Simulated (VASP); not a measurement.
## SnAu under strain

How does the pressure of SnAu answer to a change of volume? The bands are shown for each cell. All runs use r2SCAN. Left out of this account: 1 further run (self-consistent run: a reference on another mesh). The start is a cell from a database of measured crystal structures.

Method: r2SCAN; plane waves and PAW (Sn_d, Au), in VASP 6.6.1.

### Step 1. The starting structure

It takes space group P6_3/mmc (No. 194, hexagonal). The conventional cell has a = 4.323 Å, b = 4.323 Å, c = 5.523 Å, α = 90.00°, β = 90.00°, γ = 120.00°. Nearest to Sn lie 6 Au at 2.85 Å. Nearest to Au lie 2 Au at 2.76 Å and 6 Sn at 2.85 Å. Farther neighbours are not listed.

Coordinates:

```xyz
4
Lattice="4.3230 0.0000 0.0000 -2.1615 3.7438 0.0000 0.0000 0.0000 5.5230" Properties=species:S:1:pos:R:3 pbc="T T T"
Sn    0.0000    2.4959    1.3807
Sn    2.1615    1.2479    4.1422
Au    0.0000    0.0000    0.0000
Au    0.0000    0.0000    2.7615
```

### Step 2. Bands, cell as listed

The mesh alone shows little of the dispersion and can miss band extrema, so KPOINTS_OPT adds a path through the symmetry points after the self-consistent cycle. r2SCAN adds the kinetic-energy density, costs more than a GGA and is run with LASPH.

INCAR reads:

```
SYSTEM = SnAu
PREC = Accurate
ENCUT = 400
EDIFF = 1E-06
NELM = 100
ISMEAR = -1
SIGMA = 0.05
LREAL = .FALSE.
ALGO = Normal
METAGGA = R2SCAN
LASPH = .TRUE.
NBANDS = 39
LORBIT = 11
LWAVE = .FALSE.
LCHARG = .FALSE.
KPAR = 4
```

POSCAR reads:

```
SnAu
1.0
    4.3230000000      0.0000000000      0.0000000000
   -2.1615000000      3.7438278206      0.0000000000
    0.0000000000      0.0000000000      5.5230000000
Sn Au
2 2
Direct
    0.3333333333      0.6666666667      0.2500000000
    0.6666666667      0.3333333333      0.7500000000
    0.0000000000      0.0000000000      0.0000000000
    0.0000000000      0.0000000000      0.5000000000
```

KPOINTS reads:

```
Automatic mesh
0
Gamma
8 8 6
0 0 0
```

KPOINTS_OPT reads:

```
Line mode
16
Line-mode
Reciprocal
  0.00000000   0.00000000   0.00000000 GAMMA
  0.50000000   0.00000000   0.00000000 M

  0.50000000   0.00000000   0.00000000 M
  0.33333333   0.33333333   0.00000000 K

  0.33333333   0.33333333   0.00000000 K
  0.00000000   0.00000000   0.00000000 GAMMA

  0.00000000   0.00000000   0.00000000 GAMMA
  0.00000000   0.00000000   0.50000000 A

  0.00000000   0.00000000   0.50000000 A
  0.50000000   0.00000000   0.50000000 L

  0.50000000   0.00000000   0.50000000 L
  0.33333333   0.33333333   0.50000000 H

  0.33333333   0.33333333   0.50000000 H
  0.00000000   0.00000000   0.50000000 A

  0.50000000   0.00000000   0.50000000 L
  0.50000000   0.00000000   0.00000000 M

  0.33333333   0.33333333   0.00000000 K
  0.33333333   0.33333333   0.50000000 H
```

PAW data sets: Sn_d and Au (PBE family, release 64).

The run is started by

```console
$ mpirun -np 4 vasp_std
```

Output:

```text
[banner, memory and clock lines left out]
running    4 mpi-ranks, on    1 nodes
 distrk:  each k-point on    1 cores,    4 groups
 distr:  one band on    1 cores,    1 groups

 POSCAR found type information on POSCAR SnAu
 POSCAR found :  2 types and       4 ions
|                                                                             |
|               ----> ADVICE to this user running VASP <----                  |
|                                                                             |
|     You enforced a specific xc type in the INCAR file but a different       |
|     [... a line on the potential file left out ...]
|     I HOPE YOU KNOW WHAT YOU ARE DOING!                                     |
|                                                                             |

 LDA part: xc-table for (None), standard interpolation
 POSCAR, INCAR and KPOINTS ok, starting setup
 FFT: planning ... GRIDC
 FFT: planning ... GRID_SOFT
 FFT: planning ... GRID
 WAVECAR not read
 entering main loop
       N       E                     dE             d eps       ncg     rms          rms(c)
DAV:   1     0.329082737409E+03    0.32908E+03   -0.20169E+04  3577   0.162E+03
DAV:   2    -0.100968126837E+03   -0.43005E+03   -0.40184E+03  3135   0.498E+02
DAV:   3    -0.161766574822E+03   -0.60798E+02   -0.59612E+02  3470   0.142E+02
DAV:   4    -0.164148780442E+03   -0.23822E+01   -0.23789E+01  3632   0.301E+01
DAV:   5    -0.164222150630E+03   -0.73370E-01   -0.73365E-01  4113   0.547E+00    0.122E+01
DAV:   6    -0.151311049129E+03    0.12911E+02   -0.95378E+00  3541   0.236E+01    0.983E+00
DAV:   7    -0.151208736484E+03    0.10231E+00   -0.42576E-01  3675   0.446E+00    0.558E+00
DAV:   8    -0.151219256713E+03   -0.10520E-01   -0.13645E-01  3714   0.223E+00    0.782E-01
DAV:   9    -0.151208473023E+03    0.10784E-01   -0.29701E-02  3541   0.133E+00    0.119E-01
DAV:  10    -0.151209191036E+03   -0.71801E-03   -0.31592E-03  3576   0.253E-01    0.811E-02
DAV:  11    -0.151209300685E+03   -0.10965E-03   -0.20518E-04  3982   0.104E-01    0.349E-02
DAV:  12    -0.151209290281E+03    0.10403E-04   -0.12549E-05  3866   0.214E-02    0.997E-03
DAV:  13    -0.151209286966E+03    0.33149E-05   -0.74453E-06  3269   0.185E-02    0.325E-03
DAV:  14    -0.151209286878E+03    0.88852E-07   -0.43635E-07  2050   0.430E-03
   1 F= -.15120929E+03 E0= -.15120571E+03  d E =-.716045E-02
 Start KPOINTS_OPT (optional k-point list driver)
k-point batch [1-40\144]
       N       E                     dE             ncg
DAV:   1     0.130351161781E+05   -0.27259E+05     3517
DAV:   2    -0.439415206788E+04   -0.17429E+05     3171
DAV:   3    -0.683198979660E+04   -0.24378E+04     3484
DAV:   4    -0.692993663949E+04   -0.97947E+02     3655
DAV:   5    -0.693303371710E+04   -0.30971E+01     4179
DAV:   6    -0.693312487017E+04   -0.91153E-01     4073
DAV:   7    -0.693312859600E+04   -0.37258E-02     4463
DAV:   8    -0.693312862566E+04   -0.29663E-04     3419
DAV:   9    -0.693312862628E+04   -0.61729E-06     2275
[...]
k-point batch [121-144\144]
       N       E                     dE             ncg
DAV:   1     0.241398093426E+05   -0.24861E+05     2171
DAV:   2     0.137596697724E+05   -0.10380E+05     1872
DAV:   3     0.123042706150E+05   -0.14554E+04     2131
DAV:   4     0.122477957306E+05   -0.56475E+02     2159
DAV:   5     0.122460007384E+05   -0.17950E+01     2614
DAV:   6     0.122459545444E+05   -0.46194E-01     2375
DAV:   7     0.122459528235E+05   -0.17209E-02     2771
DAV:   8     0.122459528092E+05   -0.14265E-04     1896
DAV:   9     0.122459528088E+05   -0.38261E-06     1378
```

Wall time 2.1 min (4 MPI ranks of Intel Xeon 6975P-C (Granite Rapids), shared host); peak memory 1 GiB; 8.2 min of CPU time.

The logs omit lines about the potential files and the build; timing stands in the text.

Parts of OUTCAR (step 2):

```text
ion  position               nearest neighbor table
   1  0.333  0.667  0.250-   3 2.85   4 2.85   3 2.85   4 2.85   3 2.85   4 2.85   2 3.72   2 3.72
                             2 3.72   2 3.72   2 3.72   2 3.72
   2  0.667  0.333  0.750-   3 2.85   4 2.85   3 2.85   4 2.85   3 2.85   4 2.85   1 3.72   1 3.72
                             1 3.72   1 3.72   1 3.72   1 3.72
   3  0.000  0.000  0.000-   4 2.76   4 2.76   1 2.85   2 2.85   2 2.85   1 2.85   2 2.85   1 2.85

  LATTYP: Found a hexagonal cell.
 ALAT       =     4.3230000000
 C/A-ratio  =     1.2775850104

 Subroutine GETGRP returns: Found 24 space group operations
 (whereof 12 operations were pure point group operations)

The static configuration has the point symmetry D_3d.
 The point group associated with its full space group is D_6h.

 Found     40 irreducible k-points:

   k-points           NKPTS =     40   k-points in BZ     NKDIM =     40   number of bands    NBANDS=     39

   dimension x,y,z NGX =    28 NGY =   28 NGZ =   36
   dimension x,y,z NGXF=    56 NGYF=   56 NGZF=   72

   ENCUT  =  400.0 eV  29.40 Ry    5.42 a.u.   7.05  7.05  9.01*2*pi/ulx,y,z

   NELECT =      50.0000    total number of electrons

 k-points in reciprocal lattice and weights: Automatic mesh
   0.00000000  0.00000000  0.00000000       0.003
   0.12500000 -0.00000000  0.00000000       0.016
   0.25000000 -0.00000000  0.00000000       0.016
   0.37500000  0.00000000  0.00000000       0.016
   0.50000000 -0.00000000  0.00000000       0.008
   0.12500000  0.12500000  0.00000000       0.016
   0.25000000  0.12500000  0.00000000       0.031
   0.37500000  0.12500000  0.00000000       0.031
   0.25000000  0.25000000  0.00000000       0.016
[...]
0.25000000  0.25000000  0.50000000       0.016
   0.37500000  0.25000000  0.50000000       0.016

 average (electrostatic) potential at core
       1-104.1785       2-104.1785       3 -71.2902       4 -71.2902

 E-fermi :   8.6606

 k-point     1 :       0.0000    0.0000    0.0000
  band No.  band energies     occupation
    ...
     19       3.5182      2.00000
     20       3.5182      2.00000
     21       4.5284      2.00000
     22       4.5284      2.00000
     23       7.6054      2.00000
     24       9.4505      0.00000
     25       9.4506      0.00000
     26      11.7843      0.00000
     27      11.9237      0.00000
     28      12.0821      0.00000
    ...

 k-point     2 :       0.1250   -0.0000    0.0000
  band No.  band energies     occupation
    ...
     20       3.5505      2.00000
     21       4.5157      2.00000
     22       4.5293      2.00000
     23       7.5586      2.00000
     24       7.8188      2.00000
     25       8.8632      0.03422
     26      10.6946      0.00000
     27      12.4874      0.00000
     28      12.7860      0.00000
     29      13.0278      0.00000
    ...

 k-point     3 :       0.2500   -0.0000    0.0000
  band No.  band energies     occupation
    ...
     21       4.4882      2.00000
     22       4.5319      2.00000
     23       5.7547      2.00000
     24       7.3944      2.00000
     25       7.8145      2.00000
     26       9.5889      0.00000
     27      11.4203      0.00000
     28      13.0837      0.00000
     29      13.0928      0.00000
     30      13.8410      0.00000
    ...

  Total        1.4380971      1.4380971      1.9957017      0.0000000      0.0000000      0.0000000
  in kB       25.7764224     25.7764224     35.7709154      0.0000000      0.0000000      0.0000000
  external PRESSURE =      29.1079201 kB  Pullay stress =       0.0000000 kB

  energy-cutoff  :      400.00
  volume of cell :       89.39
      direct lattice vectors                 reciprocal lattice vectors
     4.323000000  0.000000000  0.000000000     0.231320842  0.133553150  0.000000000
    -2.161500000  3.743827821  0.000000000     0.000000000  0.267106301  0.000000000
     0.000000000  0.000000000  5.523000000     0.000000000  0.000000000  0.181061018

 POSITION                                       TOTAL-FORCE (eV/Angst)
 -----------------------------------------------------------------------------------
     -0.00000      2.49589      1.38075         0.000000      0.000000      0.000000
      2.16150      1.24794      4.14225        -0.000000      0.000000      0.000000
      0.00000      0.00000      0.00000        -0.000000      0.000000      0.000000
      0.00000      0.00000      2.76150        -0.000000      0.000000      0.000000
 -----------------------------------------------------------------------------------
    total drift:                               -0.000000      0.000000      0.000000

  FREE ENERGIE OF THE ION-ELECTRON SYSTEM (eV)
  ---------------------------------------------------
  free  energy   TOTEN  =      -151.2092868776 eV

  energy  without entropy=     -151.2021264315  energy(sigma->0) =     -151.20570665

 total charge
# of ion       s       p       d       tot
------------------------------------------
    1        1.174   1.045  10.007  12.226
    2        1.174   1.045  10.007  12.226
    3        0.651   0.442   8.694   9.787
    4        0.651   0.442   8.694   9.787
--------------------------------------------------
tot          3.651   2.973  37.401  44.026

[... 3 further parts left out ...]
```

Spin-orbit coupling is off here; with elements this heavy it splits and shifts levels by tenths of an eV or more. The PAW data sets were made with PBE, which is usual practice but a small mismatch for other functionals. At this level the cell is under a pressure of 2.9 GPa, so at these settings it is away from equilibrium.

Numbers from this step:

```
electronic steps        : 14
electrons               : 50
bands                   : 39
irreducible k points    : 40
symmetry operations     : 24
free energy (TOTEN)     : -151.2093 eV
energy at zero smearing : -151.2057 eV
Fermi energy            : 8.661 eV
pressure                : 2.911 GPa
metallic                : yes
```

Electronic bands along the path, in eV, zero at the Fermi level; # counts the bands kept, so #1 is VASP's band 11:

```
          point    #12    #13    #14    #15    #16   #17   #18   #19
              Γ  -4.13  -1.06   0.79   0.79   3.12  3.26  3.42  3.42
0.47 of the way  -4.13  -2.67  -1.23  -0.71   1.08  3.00  4.36  4.50
              M  -4.12  -2.29  -2.10  -2.05  -1.16  0.73  3.87  5.03
0.47 of the way  -4.14  -3.49  -1.98  -1.60   0.06  0.66  2.74  2.82
              K  -4.17  -4.17  -1.45  -0.33  -0.33  1.08  1.08  1.54
0.47 of the way  -4.13  -3.75  -1.87  -1.32   2.06  2.47  2.67  3.06
              Γ  -4.13  -1.06   0.79   0.79   3.12  3.26  3.42  3.42
0.47 of the way  -4.52  -1.18   1.35   1.35   2.29  3.30  3.30  3.79
              A  -5.25   0.16   0.16   2.59   2.59  2.59  2.59  4.90
0.53 of the way  -5.16  -1.77  -1.77   1.23   1.23  1.50  1.50  4.37
              L  -4.84  -4.21  -4.21   0.48   0.48  1.76  1.76  5.02
0.53 of the way  -4.92  -3.87  -3.87  -1.46  -1.46  4.07  4.07  5.33
              H  -5.10  -3.52  -3.52  -2.50  -2.50  5.23  5.23  6.22
0.47 of the way  -5.09  -1.97  -1.97  -0.54  -0.54  2.98  2.98  5.04
              A  -5.25   0.16   0.16   2.59   2.59  2.59  2.59  4.90
      jump to L  -4.84  -4.21  -4.21   0.48   0.48  1.76  1.76  5.02
0.47 of the way  -4.42  -3.85  -3.40  -1.13   0.41  2.46  2.63  3.12
              M  -4.12  -2.29  -2.10  -2.05  -1.16  0.73  3.87  5.03
      jump to K  -4.17  -4.17  -1.45  -0.33  -0.33  1.08  1.08  1.54
0.47 of the way  -3.93  -3.93  -3.30  -1.54  -1.54  2.86  2.86  3.60
              H  -5.10  -3.52  -3.52  -2.50  -2.50  5.23  5.23  6.22
```

Of the projections kept (Sn, Au), the largest for each band there; the rest of the weight can lie on other orbitals:

```csv
point,#12,#13,#14,#15,#16,#17,#18,#19
Γ,Au 1.00,Au 0.88,Sn 0.65,Sn 0.65,Sn 0.61,Au 0.62,Sn 0.63,Sn 0.63
M,Au 1.00,Sn 0.59,Sn 0.70,Sn 0.76,Au 0.54,Au 0.82,Au 0.59,Sn 0.74
K,Au 0.99,Au 0.99,Sn 0.50,Sn 0.61,Sn 0.61,Sn 0.62,Sn 0.62,Au 0.92
Γ,Au 1.00,Au 0.88,Sn 0.65,Sn 0.65,Sn 0.61,Au 0.62,Sn 0.63,Sn 0.63
A,Au 0.99,Sn 0.75,Sn 0.75,Sn 0.61,Sn 0.61,Sn 0.61,Sn 0.61,Au 0.63
L,Au 0.93,Au 0.79,Au 0.79,Sn 0.55,Sn 0.55,Sn 0.54,Sn 0.54,Sn 0.70
```

There is no gap at this level.

[end of part 1 of 4]

[Lines on the potential files, build, host, timing and source positions are cut from VASP's logs without a mark.]

[Logs are printed without paths, hosts, clocks, repeated set-up lines and the standing remarks that a program may print on its own settings, such as how far it seeks lower states.]

[Hosts, paths, dates, database ids (printed as entryN), source tags and the programs' standing remarks are cut or masked in the printed files.]

[A measured line is paired with the nearest computed mode of its activity, which favours agreement.]
